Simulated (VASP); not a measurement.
# Pb: Pb into a neighbouring Pb vacancy, part 4 of 4

How hard is this move in Pb: Pb into a neighbouring Pb vacancy? Both ends are relaxed first, then a band of images between them.

VASP 6.6.1; PBEsol; plane waves and PAW (Pb).

So far. Step 3 (Relax the start): The run ended after 6 ionic steps, 0.120 eV below its first step, once the forces on the free atoms met EDIFFG = -0.05. Step 4 (Relax the end): The run ended after 7 ionic steps, 0.092 eV below its first step, once the forces on the free atoms met EDIFFG = -0.05.

## (5) Nudged elastic band

Images on a straight line between the ends relax across the path, while springs keep them spaced along it.

INCAR

```
SYSTEM = Pb
PREC = Normal
ENCUT = 280
EDIFF = 1E-05
NELM = 120
ISMEAR = 1
SIGMA = 0.15
LREAL = Auto
ALGO = Fast
GGA = PS
NBANDS = 84
LWAVE = .FALSE.
LCHARG = .FALSE.
NCORE = 2
LASPH = .TRUE.
IMAGES = 3
SPRING = -5
IBRION = 1
POTIM = 0.3
NSW = 50
EDIFFG = -0.05
ISYM = 0
ISIF = 0
```

POSCAR

```
Pb
1.0
    9.8443389664      0.0000000000      0.0000000000
    0.0000000000      9.8443389664      0.0000000000
    0.0000000000      0.0000000000      9.8443389664
Pb
31
Direct
    0.7431360641      0.2450556341      0.9994854255
    0.7418305970      0.0007097254      0.2428958799
    0.9996701932      0.0003477436      0.0010303638
    0.2574929922      0.2434602855      0.0002215699
    0.4996053390      0.5011110935      0.9987298543
    0.7437866810      0.7562278621      0.9998437561
    0.2553757887      0.9980598554      0.2439510888
    0.4983316327      0.2441172371      0.2442448404
    0.7461261689      0.5003536176      0.2473862980
    0.4998348567      0.9999030910      0.5012780532
    0.7485759266      0.2488226976      0.5003635725
    0.7463622690      0.0005398796      0.7574661287
    0.9998418617      0.4978892540      0.9993465404
    0.2552804493      0.7547274223      0.9994044512
    0.9997441233      0.2470916511      0.2469700857
    0.2517065344      0.5000228479      0.2467377378
    0.4995267740      0.7557347453      0.2429245943
    0.0000497948      0.9981613182      0.4990457656
    0.2523274104      0.2469554440      0.4998706016
    0.5009474841      0.5000266341      0.4999409320
    0.7469810358      0.7528716345      0.4988148299
    0.2564860077      0.9997715026      0.7568466330
    0.5013480494      0.2439060813      0.7553949264
    0.7498562923      0.5013888877      0.7509406539
    0.9977502828      0.7516459658      0.2475595114
    0.0004488252      0.5001940228      0.4987852727
    0.2522874846      0.7519396311      0.4993665526
    0.0009499925      0.2478890772      0.7521881703
    0.2535595847      0.4995401309      0.7520597036
    0.5005550947      0.7574093353      0.7570146412
    0.0007304918      0.7516794484      0.7522646800
```

KPOINTS

```
Automatic mesh
0
Monkhorst-Pack
2 2 2
0 0 0
```

00/POSCAR

```
Pb
1.0
    9.8443389664      0.0000000000      0.0000000000
    0.0000000000      9.8443389664      0.0000000000
    0.0000000000      0.0000000000      9.8443389664
Pb
31
Direct
    0.7431360641      0.2450556341      0.9994854255
    0.7418305970      0.0007097254      0.2428958799
    0.9996701932      0.0003477436      0.0010303638
    0.2574929922      0.2434602855      0.0002215699
    0.4996053390      0.5011110935      0.9987298543
    0.7437866810      0.7562278621      0.9998437561
    0.2553757887      0.9980598554      0.2439510888
    0.4983316327      0.2441172371      0.2442448404
    0.7461261689      0.5003536176      0.2473862980
    0.4998348567      0.9999030910      0.5012780532
    0.7485759266      0.2488226976      0.5003635725
    0.7463622690      0.0005398796      0.7574661287
    0.9998418617      0.4978892540      0.9993465404
    0.2552804493      0.7547274223      0.9994044512
    0.9997441233      0.2470916511      0.2469700857
    0.2517065344      0.5000228479      0.2467377378
    0.4995267740      0.7557347453      0.2429245943
    0.0000497948      0.9981613182      0.4990457656
    0.2523274104      0.2469554440      0.4998706016
    0.5009474841      0.5000266341      0.4999409320
    0.7469810358      0.7528716345      0.4988148299
    0.2564860077      0.9997715026      0.7568466330
    0.5013480494      0.2439060813      0.7553949264
    0.7498562923      0.5013888877      0.7509406539
    0.9977502828      0.7516459658      0.2475595114
    0.0004488252      0.5001940228      0.4987852727
    0.2522874846      0.7519396311      0.4993665526
    0.0009499925      0.2478890772      0.7521881703
    0.2535595847      0.4995401309      0.7520597036
    0.5005550947      0.7574093353      0.7570146412
    0.0007304918      0.7516794484      0.7522646800
```

01/POSCAR

```
Pb
1.0
    9.8443389664      0.0000000000      0.0000000000
    0.0000000000      9.8443389664      0.0000000000
    0.0000000000      0.0000000000      9.8443389664
Pb
31
Direct
    0.6837093076      0.1851584589      0.9988366795
    0.7438768406      0.0017732283      0.2424846895
    0.9985165827      0.0016944576      0.0006069588
    0.2557793405      0.2452241479     -0.0001411020
    0.5009501193      0.4994292954      0.9988246126
    0.7457593957      0.7550794140      0.9996297312
    0.2545745617      0.9988330702      0.2449303067
    0.5001378046      0.2454462578      0.2436863139
    0.7472265668      0.4988756115      0.2467205024
    0.5005269429      1.0004702360      0.5004655595
    0.7489874430      0.2493669229      0.4999728680
    0.7471374577      0.0021491186      0.7566951060
    0.9984852816      0.4970965613      0.9998142882
    0.2539712336      0.7536036463      0.9997677376
    0.9981253068      0.2474701186      0.2462159236
    0.2516170541      0.4995577191      0.2466655510
    0.5007389130      0.7541156602      0.2437058828
   -0.0005257244      0.9995098298      0.4992010999
    0.2514670658      0.2476065950      0.4993266416
    0.5011329501      0.4995689895      0.4995811925
    0.7479509160      0.7517751636      0.4995617991
    0.2550517273      1.0008141072      0.7548416141
    0.5019937490      0.2455790380      0.7549434687
    0.7499137700      0.4999289459      0.7522266358
    0.9980311897      0.7514755999      0.2479240956
   -0.0001682096      0.4995998478      0.4993160633
    0.2520155732      0.7510546348      0.4990968468
   -0.0010284313      0.2485738603      0.7528936152
    0.2525416955      0.4990496989      0.7523689318
    0.5006394491      0.7559263364      0.7555272746
    0.0002445774      0.7516110929      0.7522131062
```

02/POSCAR

```
Pb
1.0
    9.8443389664      0.0000000000      0.0000000000
    0.0000000000      9.8443389664      0.0000000000
    0.0000000000      0.0000000000      9.8443389664
Pb
31
Direct
    0.6242825510      0.1252612837      0.9981879335
    0.7459230842      0.0028367312      0.2420734990
    0.9973629722      0.0030411716      0.0001835537
    0.2540656888      0.2469880102     -0.0005037738
    0.5022948996      0.4977474972      0.9989193710
    0.7477321104      0.7539309658      0.9994157064
    0.2537733346      0.9996062851      0.2459095246
    0.5019439764      0.2467752786      0.2431277874
    0.7483269648      0.4973976054      0.2460547068
    0.5012190291      1.0010373810      0.4996530659
    0.7493989594      0.2499111482      0.4995821634
    0.7479126464      0.0037583576      0.7559240834
    0.9971287014      0.4963038686      1.0002820361
    0.2526620180      0.7524798703      1.0001310240
    0.9965064904      0.2478485860      0.2454617614
    0.2515275738      0.4990925903      0.2465933642
    0.5019510521      0.7524965752      0.2444871712
   -0.0011012436      1.0008583414      0.4993564342
    0.2506067212      0.2482577460      0.4987826816
    0.5013184161      0.4991113450      0.4992214530
    0.7489207962      0.7506786928      0.5003087683
    0.2536174469      1.0018567118      0.7528365951
    0.5026394486      0.2472519948      0.7544920110
    0.7499712476      0.4984690041      0.7535126178
    0.9983120966      0.7513052340      0.2482886797
   -0.0007852445      0.4990056728      0.4998468539
    0.2517436618      0.7501696384      0.4988271410
   -0.0030068551      0.2492586434      0.7535990601
    0.2515238063      0.4985592668      0.7526781600
    0.5007238036      0.7544433374      0.7540399081
   -0.0002413370      0.7515427375      0.7521615323
```

03/POSCAR

```
Pb
1.0
    9.8443389664      0.0000000000      0.0000000000
    0.0000000000      9.8443389664      0.0000000000
    0.0000000000      0.0000000000      9.8443389664
Pb
31
Direct
    0.5648557944      0.0653641085      0.9975391875
    0.7479693279      0.0039002340      0.2416623086
    0.9962093617      0.0043878857     -0.0002398513
    0.2523520370      0.2487518726     -0.0008664457
    0.5036396799      0.4960656991      0.9990141293
    0.7497048250      0.7527825176      0.9992016815
    0.2529721076      1.0003795000      0.2468887424
    0.5037501482      0.2481042994      0.2425692608
    0.7494273628      0.4959195993      0.2453889112
    0.5019111153      1.0016045260      0.4988405722
    0.7498104759      0.2504553735      0.4991914588
    0.7486878351      0.0053675965      0.7551530607
    0.9957721212      0.4955111759      1.0007497840
    0.2513528024      0.7513560943      1.0004943104
    0.9948876739      0.2482270534      0.2447075992
    0.2514380936      0.4986274615      0.2465211775
    0.5031631912      0.7508774901      0.2452684596
   -0.0016767629      1.0022068530      0.4995117684
    0.2497463766      0.2489088971      0.4982387215
    0.5015038821      0.4986537004      0.4988617135
    0.7498906764      0.7495822219      0.5010557375
    0.2521831665      1.0028993165      0.7508315762
    0.5032851481      0.2489249516      0.7540405533
    0.7500287253      0.4970090623      0.7547985997
    0.9985930034      0.7511348681      0.2486532638
   -0.0014022793      0.4984114979      0.5003776445
    0.2514717504      0.7492846421      0.4985574351
   -0.0049852788      0.2499434266      0.7543045050
    0.2505059170      0.4980688348      0.7529873883
    0.5008081580      0.7529603385      0.7525525416
   -0.0007272515      0.7514743821      0.7521099584
```

04/POSCAR

```
Pb
1.0
    9.8443389664      0.0000000000      0.0000000000
    0.0000000000      9.8443389664      0.0000000000
    0.0000000000      0.0000000000      9.8443389664
Pb
31
Direct
    0.5054290379      0.0054669333      0.9968904415
    0.7500155715      0.0049637369      0.2412511182
    0.9950557512      0.0057345997     -0.0006632564
    0.2506383853      0.2505157350     -0.0012291176
    0.5049844602      0.4943839010      0.9991088876
    0.7516775397      0.7516340695      0.9989876566
    0.2521708806      1.0011527148      0.2478679603
    0.5055563201      0.2494333201      0.2420107343
    0.7505277607      0.4944415932      0.2447231156
    0.5026032015      1.0021716710      0.4980280786
    0.7502219923      0.2509995988      0.4988007543
    0.7494630238      0.0069768355      0.7543820380
    0.9944155411      0.4947184832      1.0012175318
    0.2500435867      0.7502323183      1.0008575968
    0.9932688574      0.2486055209      0.2439534371
    0.2513486133      0.4981623327      0.2464489907
    0.5043753302      0.7492584051      0.2460497481
   -0.0022522821      1.0035553646      0.4996671027
    0.2488860320      0.2495600481      0.4976947615
    0.5016893481      0.4981960558      0.4985019740
    0.7508605566      0.7484857510      0.5018027067
    0.2507488861      1.0039419211      0.7488265572
    0.5039308477      0.2505979083      0.7535890956
    0.7500862030      0.4955491205      0.7560845816
    0.9988739103      0.7509645022      0.2490178480
   -0.0020193141      0.4978173229      0.5009084351
    0.2511998390      0.7483996458      0.4982877293
   -0.0069637026      0.2506282097      0.7550099499
    0.2494880278      0.4975784028      0.7532966165
    0.5008925124      0.7514773396      0.7510651750
   -0.0012131659      0.7514060266      0.7520583846
```

PAW data sets: Pb (PBE family, release 64).

Started as:

```sh
$ mpirun -np 6 vasp_std
```

The log of the run:

```text
[banner, memory and clock lines left out]
running    6 mpi-ranks, on    1 nodes
 each image running on    2 cores
 distrk:  each k-point on    2 cores,    1 groups
 distr:  one band on    2 cores,    1 groups

 POSCAR found type information on POSCAR Pb
 01/POSCAR found :  1 types and      31 ions
 [... a notice as in an earlier step ...]

 LDA part: xc-table for (Slater+PW92), standard interpolation
 POSCAR found type information on POSCAR Pb
 00/POSCAR found :  1 types and      31 ions
 POSCAR found type information on POSCAR Pb
 04/POSCAR found :  1 types and      31 ions
 POSCAR, INCAR and KPOINTS ok, starting setup
 FFT: planning ... GRIDC
 FFT: planning ... GRID_SOFT
 FFT: planning ... GRID
 WAVECAR not read
 entering main loop
       N       E                     dE             d eps       ncg     rms          rms(c)
DAV:   1     0.387568310693E+03    0.38757E+03   -0.26962E+04   672   0.685E+02
DAV:   2    -0.716483909077E+02   -0.45922E+03   -0.43894E+03   756   0.128E+02
DAV:   3    -0.120529099469E+03   -0.48881E+02   -0.47268E+02   864   0.463E+01
DAV:   4    -0.122053903161E+03   -0.15248E+01   -0.14959E+01   824   0.853E+00
DAV:   5    -0.122095903412E+03   -0.42000E-01   -0.41862E-01   888   0.153E+00    0.275E+01
RMM:   6    -0.121727166083E+03    0.36874E+00   -0.20051E-01   672   0.816E-01    0.166E+01
RMM:   7    -0.121563837799E+03    0.16333E+00   -0.40193E-01   679   0.120E+00    0.130E+00
RMM:   8    -0.121564176363E+03   -0.33856E-03   -0.68192E-02   700   0.643E-01    0.669E-01
RMM:   9    -0.121565713659E+03   -0.15373E-02   -0.16782E-02   769   0.266E-01    0.461E-01
RMM:  10    -0.121565454730E+03    0.25893E-03   -0.21300E-03   686   0.102E-01    0.138E-01
RMM:  11    -0.121565569007E+03   -0.11428E-03   -0.67256E-04   723   0.610E-02    0.945E-02
RMM:  12    -0.121565560656E+03    0.83510E-05   -0.16181E-04   729   0.272E-02    0.728E-02
RMM:  13    -0.121565541277E+03    0.19380E-04   -0.24263E-05   479   0.116E-02    0.447E-02
RMM:  14    -0.121565521039E+03    0.20237E-04   -0.22873E-05   429   0.104E-02    0.871E-03
RMM:  15    -0.121565520461E+03    0.57878E-06   -0.46948E-06   409   0.532E-03
   1 F= -.12156552E+03 E0= -.12155179E+03  d E =-.121566E+03
 BRION: g(F)=  0.202E+00 g(S)=  0.000E+00
 bond charge predicted
       N       E                     dE             d eps       ncg     rms          rms(c)
DAV:   1    -0.121604395221E+03   -0.38874E-01   -0.22125E-01   768   0.107E+00    0.458E-01
RMM:   2    -0.121605990024E+03   -0.15948E-02   -0.18893E-02   673   0.289E-01    0.145E-01
RMM:   3    -0.121606282565E+03   -0.29254E-03   -0.29207E-03   733   0.108E-01    0.623E-02
RMM:   4    -0.121606316958E+03   -0.34393E-04   -0.40290E-04   755   0.409E-02    0.233E-02
RMM:   5    -0.121606322481E+03   -0.55232E-05   -0.74982E-05   604   0.180E-02
   2 F= -.12160632E+03 E0= -.12159203E+03  d E =-.408020E-01
[... from here on, the cycles between the ionic steps are left out ...]
   3 F= -.12175373E+03 E0= -.12173679E+03  d E =-.147403E+00
   4 F= -.12177463E+03 E0= -.12175702E+03  d E =-.209006E-01
   5 F= -.12178339E+03 E0= -.12176545E+03  d E =-.876373E-02
   6 F= -.12180092E+03 E0= -.12178211E+03  d E =-.175333E-01
   7 F= -.12180909E+03 E0= -.12178977E+03  d E =-.816664E-02
   8 F= -.12181968E+03 E0= -.12179962E+03  d E =-.105907E-01
   9 F= -.12182472E+03 E0= -.12180432E+03  d E =-.503764E-02
  10 F= -.12183178E+03 E0= -.12181097E+03  d E =-.706026E-02
  11 F= -.12183972E+03 E0= -.12181852E+03  d E =-.793855E-02
  12 F= -.12184252E+03 E0= -.12182124E+03  d E =-.279972E-02
 BRION: g(F)=  0.254E-02 g(S)=  0.000E+00
 BRIONS problems: POTIM should be increased
 retain N=  1 mean eig=11.22
 eig:  11.223
 bond charge predicted
       N       E                     dE             d eps       ncg     rms          rms(c)
DAV:   1    -0.121845217838E+03   -0.27105E-02   -0.23881E-01   672   0.112E+00    0.288E-01
RMM:   2    -0.121846772179E+03   -0.15543E-02   -0.17380E-02   672   0.294E-01    0.908E-02
RMM:   3    -0.121847070693E+03   -0.29851E-03   -0.26640E-03   726   0.108E-01    0.533E-02
RMM:   4    -0.121847103867E+03   -0.33174E-04   -0.36106E-04   750   0.396E-02    0.254E-02
RMM:   5    -0.121847107437E+03   -0.35700E-05   -0.53855E-05   553   0.168E-02
  13 F= -.12184711E+03 E0= -.12182577E+03  d E =-.459085E-02
 BRION: g(F)=  0.182E-02 g(S)=  0.000E+00
 BRIONS problems: POTIM should be increased
 retain N=  1 mean eig=13.51
 eig:  13.509
 reached required accuracy - stopping structural energy minimisation
```

It took 3.5 min on 6 MPI ranks of Intel Xeon Platinum 8559C (Emerald Rapids), shared host; peak memory 1.3 GiB; 20 min of CPU time.

OUTCAR, selected parts (step 5):

```text
   NELECT =     124.0000    total number of electrons

  tangential force (eV/A)        -0.149139
  left and right image   0.939755  0.934704 A

  tangential force (eV/A)        -0.147375
  left and right image   0.943387  0.938728 A

 E-fermi :   4.6071

 k-point     1 :       0.2500    0.2500    0.2500
  band No.  band energies     occupation
    ...
     59       4.3252      2.02315
     60       4.3709      2.04847
     61       4.5107      1.87645
     62       4.5827      1.27139
     63       4.6399      0.63964
     64       4.6802      0.27382
     65       4.8375     -0.05204
     66       4.9970     -0.00147
     67       5.0460     -0.00028
     68       5.1039     -0.00003
    ...

 POSITION                                       TOTAL-FORCE (eV/Angst)
 -----------------------------------------------------------------------------------
      6.77802      1.87635      9.83764         0.106453      0.100099      0.006839
      7.38570     -0.09424      2.55373        -0.027100      0.013137     -0.035248
      9.77641     -0.00660      0.00235         0.012048     -0.035659     -0.000774
      2.52057      2.43309      9.83672        -0.024756      0.014921     -0.000534
      4.91515      4.85952      9.83557        -0.044473      0.016822     -0.000028
      7.36412      7.44156      9.83785         0.008195     -0.033367      0.002731
      2.50327      9.84082      2.39749         0.002432      0.030381     -0.008305
      4.82388      2.46936      2.55821         0.009581     -0.026038     -0.034528
      7.33754      4.83926      2.40010        -0.021828     -0.011544     -0.025031
      4.84996     -0.07652      4.91861         0.016493      0.018593      0.003392
      7.36567      2.44423      4.91286        -0.026814     -0.027135      0.002391
      7.40165     -0.08695      7.28028        -0.028631      0.008561      0.028143
      9.85115      4.91387      9.83866         0.018933      0.013043     -0.004827
      2.53888      7.46197      9.84143         0.001998     -0.001837     -0.000825
      9.75604      2.41983      2.40711        -0.012019     -0.027173     -0.026267
      2.43328      4.93477      2.40338         0.011344     -0.008877      0.000511
      4.92449      7.42293      2.39046         0.022428      0.003935     -0.003151
      9.94431      9.86062      4.91150         0.013532     -0.012089      0.002327
      2.32681      2.47406      4.91964         0.003509      0.003826      0.005585
      4.94829      5.02564      4.91149        -0.012552      0.012303      0.003283
      7.40054      7.25366      4.92403         0.008309     -0.001257     -0.004541
      2.51456      0.00788      7.44292        -0.001569      0.025000      0.006123
      4.83382      2.47461      7.26515         0.012175     -0.028480      0.032189
      7.35239      4.84755      7.43124        -0.021377     -0.011614      0.024635
[...]
-----------------------------------------------------------------------------------
    total drift:                               -0.028014     -0.030025     -0.000687

  FREE ENERGIE OF THE ION-ELECTRON SYSTEM (eV)
  ---------------------------------------------------
  free  energy   TOTEN  =      -121.8471074373 eV

  energy  without entropy=     -121.7830852711  energy(sigma->0) =     -121.82576672

  tangential force (eV/A)        -0.147850
  left and right image   0.950538  0.946442 A

[... 6 parts as in an earlier step ...]

[... 6 further parts left out ...]
```

The path, image by image:

```
image  path (A)  energy (eV)     Pb1: x, y, z (Å)
    0     0.000       0.0000  7.316, 2.412, 9.839
    1     0.951       0.0987  6.778, 1.876, 9.838
    2     1.897       0.2133  6.138, 1.248, 9.830
    3     2.843       0.0978  5.517, 0.605, 9.819
    4     3.791      -0.0003  4.976, 0.054, 9.814
```

Numbers from this step:

| Item | Value |
| --- | --- |
| electronic cycles | 80 |
| path length | 3.791 Å |
| barrier | 0.2133 eV |
| barrier in the reverse direction | 0.2136 eV |
| barrier from a spline through the images | 0.2133 eV |
| reaction energy | -2.63e-4 eV |

What the program prints for this run, and its count of cycles, belong to image 1; the force that counts for the threshold is the band's, across the path.

## (6) Summary of results

- hop: Pb into a neighbouring Pb vacancy
- barrier: 0.213 eV
- barrier in the reverse direction: 0.214 eV
- barrier from a spline through the images: 0.213 eV
- reaction energy: -2.6e-4 eV
- path length: 3.79 Å

What this shows: The barrier is 0.21 eV forwards and 0.21 eV backwards. With an attempt frequency of 10¹³ per second, taken as a typical value, this barrier gives about 10^9 hops a second at 300 K. Both ends are alike and an image sits at the midpoint, which is the saddle if the path is symmetric. The band met its force threshold after 13 steps. Cell and mesh are small and were not tested. The band started on a straight line, so other routes may lie lower.

[Lines on the potential files, build, host, timing and source positions are cut from VASP's logs without a mark.]

[Logs are printed without paths, hosts, clocks, repeated set-up lines and the standing remarks that a program may print on its own settings, such as how far it seeks lower states.]

[Hosts, paths, dates, database ids (printed as entryN), source tags and the programs' standing remarks are cut or masked in the printed files.]

[Runs that stopped without an error message from VASP are left out.]
